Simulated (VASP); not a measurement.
Input:

```yaml
crystal:
  lattice:
    - [2.44465, 0.00000, 0.00000]
    - [-1.22233, 2.11713, 0.00000]
    - [0.00000, 0.00000, 3.96583]
  atoms:
    - { symbol: Mn, position: [0.33333, 0.66667, 0.25000] }
    - { symbol: Mn, position: [0.66667, 0.33333, 0.75000] }
```

Calculation: PBEsol GGA, VASP's PBE PAW potentials (set 64) (plane waves; VASP). Run with 400 eV cut-off, Gaussian smearing of 0.050 eV, potentials Mn_pv.

Q: Give the energies of bands 7 to 16 at the high-symmetry points, in eV from the Fermi level.

A: 
```tsv
band	Γ	M	K	A	L	H
7	-8.39	-4.31	-3.72	-6.02	-4.55	-2.93
8	-4.66	-4.06	-3.00	-6.02	-4.55	-2.93
9	-1.05	-3.93	-3.00	-1.63	-2.82	-2.90
10	-1.01	-1.36	-2.79	-1.63	-2.82	-2.90
11	-1.01	-1.23	-1.48	-1.09	0.20	-1.67
12	-0.51	-1.00	-1.48	-1.09	0.20	-1.67
13	-0.51	-0.44	-0.08	-1.09	0.93	0.02
14	0.06	1.96	1.55	-1.09	0.93	0.02
15	0.06	2.10	1.55	1.27	2.10	1.80
16	0.78	2.19	1.73	1.27	2.10	1.80
```

It has no gap at this level: it comes out as a metal or semimetal.

The structure was generated: Mn was put into the hcp type (P6_3/mmc), which need not be its known phase. It was relaxed first, which changed the volume by -11 %. The run is not spin-polarised, so no magnetic state was tried.
